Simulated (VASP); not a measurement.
These are PBEsol GGA, VASP's PBE PAW potentials (set 64) (plane waves; VASP 6.6.1) values and carry that method's errors.

A VASP calculation is set up with these files.

KPOINTS:
```
kpoints
0
Gamma
14 14 14
0 0 0
```

INCAR:
```
ALGO=Normal
EDIFF=1E-6
EDIFFG=-0.01
ENCUT=400
GGA=PS
IBRION=2
ISIF=3
ISMEAR=1
LASPH=T
LCHARG=F
LMAXMIX=4
LREAL=F
LWAVE=F
NELM=100
NSW=60
PREC=Accurate
SIGMA=0.1
SYSTEM=Cu
```

POSCAR:
```
Cu
1
    2.3617100000     0.0000000000     0.0000000000
    0.0000000000     2.3617100000     0.0000000000
    0.0000000000     0.0000000000     2.3617100000
Cu
1
Direct
  0.0000000000   0.0000000000   0.0000000000
```

POTCAR, in this order: Cu (PBE.64 set). Program: vasp_std.

Task: Predict the energy per atom (σ→0), volume per atom, band gap (on the k-mesh).

Result: 
```yaml
energy per atom (σ→0): -3.786 eV/atom
band gap (on the k-mesh): none (metal, semimetal or under 0.01 eV)
volume_per_atom: 13.11 Å³/atom
```

OSZICAR:
```
...
   2 F= -.37859812E+01 E0= -.37859343E+01  d E =-.101218E-03
       N       E                     dE             d eps       ncg     rms          rms(c)
DAV:   1    -0.378742624521E+01   -0.14447E-02   -0.26890E-02  2267   0.421E+00    0.310E-01
DAV:   2    -0.378650251639E+01    0.92373E-03   -0.21766E-02  2268   0.332E+00    0.127E-01
DAV:   3    -0.378604705417E+01    0.45546E-03   -0.35465E-03  2254   0.137E+00    0.438E-02
DAV:   4    -0.378600994399E+01    0.37110E-04   -0.53449E-05  2978   0.909E-02    0.178E-03
DAV:   5    -0.378601015894E+01   -0.21494E-06   -0.22454E-07  1207   0.673E-03
   3 F= -.37860102E+01 E0= -.37859629E+01  d E =-.130163E-03
```

The structure was generated: Cu was put into the simple-cubic type (Pm-3m), which need not be its known phase. This run relaxes it. Symmetry was kept, so distortions that lower it aren't found.
